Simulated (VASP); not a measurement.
Computed with TPSS meta-GGA, VASP's PBE PAW potentials (set 64) (plane waves; VASP 6.6.1).

Input for VASP

### KPOINTS
```
K-points
0
G
  6 6 4
0 0 0
```

**POSCAR**
```
Se
1.0
  2.0440240241  -3.5403534499   0.0000000000
  2.0440240241   3.5403534499   0.0000000000
  0.0000000000   0.0000000000   5.0758695168
Se
3
Cart
  2.5483017974  -2.6669187283   3.3839147032
  3.0794925016  -0.0000000000   5.0758695168
  2.5483017974   2.6669187283   1.6919548136
```

**INCAR**
```
ALGO = Normal
EDIFF = 1E-6
EDIFFG = -0.02
ENCUT = 520
IBRION = 2
ISIF = 3
ISMEAR = 0
LASPH = .True.
LCHARG = .False.
LMAXMIX = 4
LMIXTAU = .True.
LREAL = .False.
LWAVE = .False.
METAGGA = TPSS
NELM = 100
NSW = 60
PREC = Accurate
SIGMA = 0.05
SYSTEM = Se
```

POTCAR, in this order: Se (PBE.64 set). Program: vasp_std.

The resulting files:

File OSZICAR:
```
...
DAV:   9    -0.350316719241E+02   -0.21589E-05   -0.20791E-06   471   0.166E-02    0.105E-03
DAV:  10    -0.350316727302E+02   -0.80612E-06   -0.51992E-07   357   0.708E-03
   5 F= -.35031673E+02 E0= -.35031673E+02  d E =-.209158E-01
       N       E                     dE             d eps       ncg     rms          rms(c)
DAV:   1    -0.350328713817E+02   -0.11995E-02   -0.24708E-01   624   0.308E+00    0.277E-01
DAV:   2    -0.350327166155E+02    0.15477E-03   -0.10694E-02   719   0.730E-01    0.131E-01
DAV:   3    -0.350322379248E+02    0.47869E-03   -0.76357E-04   679   0.171E-01    0.557E-02
DAV:   4    -0.350321475411E+02    0.90384E-04   -0.34323E-04   694   0.116E-01    0.225E-02
DAV:   5    -0.350321322898E+02    0.15251E-04   -0.43522E-05   634   0.650E-02    0.704E-03
DAV:   6    -0.350321509310E+02   -0.18641E-04   -0.25533E-05   629   0.542E-02    0.376E-03
DAV:   7    -0.350321575171E+02   -0.65861E-05   -0.27921E-06   632   0.190E-02    0.144E-03
DAV:   8    -0.350321577515E+02   -0.23442E-06   -0.48272E-07   432   0.787E-03
   6 F= -.35032158E+02 E0= -.35032158E+02  d E =-.214009E-01
       N       E                     dE             d eps       ncg     rms          rms(c)
DAV:   1    -0.350662402732E+02   -0.34083E-01   -0.13068E+00   624   0.680E+00    0.802E-01
DAV:   2    -0.350431640107E+02    0.23076E-01   -0.52953E-02   634   0.155E+00    0.446E-01
DAV:   3    -0.350360924922E+02    0.70715E-02   -0.25370E-02   644   0.977E-01    0.120E-01
DAV:   4    -0.350362760987E+02   -0.18361E-03   -0.96928E-04   724   0.290E-01    0.810E-02
DAV:   5    -0.350359862802E+02    0.28982E-03   -0.69965E-04   644   0.253E-01    0.285E-02
DAV:   6    -0.350364555329E+02   -0.46925E-03   -0.34900E-04   629   0.191E-01    0.107E-02
DAV:   7    -0.350364819071E+02   -0.26374E-04   -0.31018E-05   654   0.525E-02    0.491E-03
DAV:   8    -0.350364867516E+02   -0.48446E-05   -0.45545E-06   694   0.245E-02    0.340E-03
DAV:   9    -0.350364880040E+02   -0.12524E-05   -0.19737E-06   442   0.165E-02    0.930E-04
DAV:  10    -0.350364889819E+02   -0.97787E-06   -0.88552E-07   437   0.103E-02
   7 F= -.35036489E+02 E0= -.35036489E+02  d E =-.433123E-02
       N       E                     dE             d eps       ncg     rms          rms(c)
DAV:   1    -0.350419504269E+02   -0.54624E-02   -0.22032E-01   624   0.280E+00    0.331E-01
DAV:   2    -0.350379707198E+02    0.39797E-02   -0.90245E-03   634   0.636E-01    0.182E-01
DAV:   3    -0.350367957533E+02    0.11750E-02   -0.42524E-03   654   0.400E-01    0.494E-02
DAV:   4    -0.350368253204E+02   -0.29567E-04   -0.16253E-04   724   0.118E-01    0.344E-02
DAV:   5    -0.350367715989E+02    0.53721E-04   -0.11840E-04   644   0.103E-01    0.119E-02
DAV:   6    -0.350368519813E+02   -0.80382E-04   -0.62387E-05   639   0.800E-02    0.438E-03
DAV:   7    -0.350368584880E+02   -0.65067E-05   -0.55674E-06   659   0.222E-02    0.207E-03
DAV:   8    -0.350368586104E+02   -0.12241E-06   -0.75496E-07   457   0.101E-02
   8 F= -.35036859E+02 E0= -.35036859E+02  d E =-.470086E-02
       N       E                     dE             d eps       ncg     rms          rms(c)
DAV:   1    -0.350428496974E+02   -0.59912E-02   -0.35468E-01   624   0.354E+00    0.393E-01
DAV:   2    -0.350401906895E+02    0.26590E-02   -0.14293E-02   669   0.825E-01    0.169E-01
DAV:   3    -0.350397310382E+02    0.45965E-03   -0.20695E-03   719   0.302E-01    0.772E-02
DAV:   4    -0.350396073825E+02    0.12366E-03   -0.52786E-04   689   0.158E-01    0.279E-02
DAV:   5    -0.350396071217E+02    0.26080E-06   -0.16716E-04   634   0.116E-01    0.149E-02
DAV:   6    -0.350396642047E+02   -0.57083E-04   -0.79620E-05   634   0.877E-02    0.615E-03
DAV:   7    -0.350396893343E+02   -0.25130E-04   -0.13561E-05   659   0.353E-02    0.220E-03
DAV:   8    -0.350396899749E+02   -0.64060E-06   -0.15913E-06   537   0.132E-02
   9 F= -.35039690E+02 E0= -.35039690E+02  d E =-.283136E-02
       N       E                     dE             d eps       ncg     rms          rms(c)
DAV:   1    -0.350539383320E+02   -0.14249E-01   -0.12628E+00   624   0.666E+00    0.754E-01
DAV:   2    -0.350445476893E+02    0.93906E-02   -0.50948E-02   669   0.156E+00    0.320E-01
DAV:   3    -0.350429237430E+02    0.16239E-02   -0.72187E-03   729   0.561E-01    0.150E-01
DAV:   4    -0.350424765726E+02    0.44717E-03   -0.19315E-03   694   0.300E-01    0.521E-02
DAV:   5    -0.350424795986E+02   -0.30261E-05   -0.59171E-04   629   0.217E-01    0.277E-02
DAV:   6    -0.350426838613E+02   -0.20426E-03   -0.28414E-04   634   0.165E-01    0.121E-02
DAV:   7    -0.350427688585E+02   -0.84997E-04   -0.50176E-05   664   0.666E-02    0.415E-03
DAV:   8    -0.350427734497E+02   -0.45912E-05   -0.61342E-06   704   0.246E-02    0.255E-03
DAV:   9    -0.350427764812E+02   -0.30315E-05   -0.16258E-06   452   0.131E-02    0.120E-03
DAV:  10    -0.350427765032E+02   -0.21980E-07   -0.22582E-07   347   0.418E-03
  10 F= -.35042777E+02 E0= -.35042777E+02  d E =-.591789E-02
       N       E                     dE             d eps       ncg     rms          rms(c)
DAV:   1    -0.350831127951E+02   -0.40336E-01   -0.50358E+00   624   0.132E+01    0.156E+00
DAV:   2    -0.350465162294E+02    0.36597E-01   -0.20460E-01   679   0.312E+00    0.646E-01
DAV:   3    -0.350401952905E+02    0.63209E-02   -0.27486E-02   719   0.109E+00    0.319E-01
DAV:   4    -0.350382885974E+02    0.19067E-02   -0.81768E-03   709   0.609E-01    0.102E-01
DAV:   5    -0.350383332254E+02   -0.44628E-04   -0.23841E-03   634   0.433E-01    0.542E-02
DAV:   6    -0.350391559921E+02   -0.82277E-03   -0.11237E-03   624   0.327E-01    0.249E-02
DAV:   7    -0.350394806613E+02   -0.32467E-03   -0.21167E-04   679   0.134E-01    0.838E-03
DAV:   8    -0.350395071789E+02   -0.26518E-04   -0.25517E-05   709   0.494E-02    0.519E-03
DAV:   9    -0.350395170952E+02   -0.99163E-05   -0.62200E-06   679   0.246E-02    0.233E-03
DAV:  10    -0.350395178149E+02   -0.71977E-06   -0.85471E-07   462   0.825E-03
  11 F= -.35039518E+02 E0= -.35039518E+02  d E =-.265920E-02
       N       E                     dE             d eps       ncg     rms          rms(c)
DAV:   1    -0.350696783669E+02   -0.30161E-01   -0.28675E+00   624   0.101E+01    0.109E+00
DAV:   2    -0.350467491077E+02    0.22929E-01   -0.11780E-01   674   0.235E+00    0.458E-01
DAV:   3    -0.350431575273E+02    0.35916E-02   -0.18345E-02   719   0.899E-01    0.204E-01
DAV:   4    -0.350424789805E+02    0.67855E-03   -0.37371E-03   699   0.435E-01    0.836E-02
DAV:   5    -0.350424224200E+02    0.56561E-04   -0.13082E-03   629   0.325E-01    0.434E-02
DAV:   6    -0.350428823347E+02   -0.45991E-03   -0.74327E-04   624   0.269E-01    0.193E-02
DAV:   7    -0.350431334719E+02   -0.25114E-03   -0.13757E-04   654   0.114E-01    0.668E-03
DAV:   8    -0.350431462323E+02   -0.12760E-04   -0.15989E-05   719   0.373E-02    0.384E-03
DAV:   9    -0.350431521873E+02   -0.59550E-05   -0.45596E-06   639   0.213E-02    0.181E-03
DAV:  10    -0.350431529467E+02   -0.75932E-06   -0.47765E-07   437   0.658E-03
  12 F= -.35043153E+02 E0= -.35043153E+02  d E =-.629434E-02
       N       E                     dE             d eps       ncg     rms          rms(c)
DAV:   1    -0.350450156334E+02   -0.18634E-02   -0.69603E-02   624   0.156E+00    0.186E-01
DAV:   2    -0.350436596952E+02    0.13559E-02   -0.26905E-03   634   0.340E-01    0.102E-01
DAV:   3    -0.350433471934E+02    0.31250E-03   -0.13815E-03   669   0.233E-01    0.284E-02
DAV:   4    -0.350433538880E+02   -0.66945E-05   -0.64172E-05   709   0.746E-02    0.191E-02
DAV:   5    -0.350433302515E+02    0.23636E-04   -0.50208E-05   624   0.663E-02    0.820E-03
DAV:   6    -0.350433680620E+02   -0.37810E-04   -0.19994E-05   624   0.441E-02    0.267E-03
DAV:   7    -0.350433686583E+02   -0.59637E-06   -0.14326E-06   467   0.113E-02
  13 F= -.35043369E+02 E0= -.35043369E+02  d E =-.215712E-03
```

### OUTCAR
```
------------------------ aborting loop because EDIFF is reached ----------------------------------------
  FORCE on cell =-STRESS in cart. coord.  units (eV):
  Direction    XX          YY          ZZ          XY          YZ          ZX
  --------------------------------------------------------------------------------------
  Total        0.0089866      0.0089866     -0.0017485      0.0000000      0.0000000      0.0000000
  in kB        0.1719895      0.1719895     -0.0334634      0.0000000      0.0000000      0.0000000
  external PRESSURE =       0.1035052 kB  Pullay stress =       0.0000000 kB
  volume of cell :       83.72
      direct lattice vectors                 reciprocal lattice vectors
     2.182717142 -3.780576974  0.000000000     0.229072284 -0.132254945 -0.000000000
     2.182717142  3.780576974 -0.000000000     0.229072284  0.132254945  0.000000000
    -0.000000000 -0.000000000  5.072477868     0.000000000  0.000000000  0.197142309
 POSITION                                       TOTAL-FORCE (eV/Angst)
 -----------------------------------------------------------------------------------
      0.49632      0.85965      3.38165         0.003424      0.005931     -0.000000
      3.37280     -0.00000      0.00000        -0.006848     -0.000000     -0.000000
      0.49632     -0.85965      1.69082         0.003424     -0.005931      0.000000
 -----------------------------------------------------------------------------------
    total drift:                               -0.000209     -0.000441      0.000008
  FREE ENERGIE OF THE ION-ELECTRON SYSTEM (eV)
  ---------------------------------------------------
  free  energy   TOTEN  =       -35.0433686583 eV

  energy  without entropy=      -35.0433686583  energy(sigma->0) =      -35.04336866

 reached required accuracy - stopping structural energy minimisation
```
(Selected blocks of OUTCAR.)

### CONTCAR
```
Se
   1.00000000000000
     2.1827171419974496   -3.7805769742903865    0.0000000000000000
     2.1827171419974496    3.7805769742903865   -0.0000000000000000
    -0.0000000000000000   -0.0000000000000000    5.0724778680968265
  Se
     3
Direct
     0.0000000000008107    0.2273854179712226    0.6666669999999968
     0.7726145820279671    0.7726145820279671    0.0000000000000000
     0.2273854179712226    0.0000000000008107    0.3333330000000032
```

Energy and stress use the plane-wave basis of the starting cell. Without a dispersion term in the relaxation, distances and binding between the weakly bound layers, chains or molecules are unreliable, and so is what depends on them.

The compound is Se in the trig structure. This run relaxes it. Symmetry was kept, so distortions that lower it aren't found.
